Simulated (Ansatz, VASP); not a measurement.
**One calculation of NaLiICl, two programs**

```
Na Li I Cl
1.0
     4.41897    0.00000    0.00000
     0.00000    4.41897    0.00000
     0.00000    0.00000    5.71812
Na Li I Cl
1 1 1 1
Cartesian
  2.2095 2.2095 2.8591
  0.0000 0.0000 0.0000
  2.2095 2.2095 0.0000
  0.0000 0.0000 2.8591
```

Change from the starting cell: strain +0.080 along x and y, -0.080 along z, atoms carried along.

Alike in both runs: task single point; functional LDA; k mesh 6 × 6 × 4; occupations gaussian, width 0.05 eV; no spin polarisation.

|  | VASP | Ansatz |
| --- | --- | --- |
| version | VASP 6.6.1 | Ansatz 0.2.0 |
| potentials or method | VASP PAW LDA potentials, release 64 (Na_pv, Li_sv, I, Cl) | scalar-relativistic, plane waves, PAW |
| plane-wave cutoff (eV) | 520 | 420 |
| valence electrons in the cell | 24 | 36 |

Ansatz gave:

```
gap on the k mesh at the Fermi level (eV) : 3.87
least direct gap on the mesh (eV)         : 3.87
```

Task: Estimate VASP's values.

Result: gap on the k mesh at the Fermi level (eV): 3.88; least direct gap on the mesh (eV): 3.88.

The two sets of potentials don't hold the same shells in valence.

Caveats: spin-orbit coupling is left out, which moves the levels of the heavy elements.
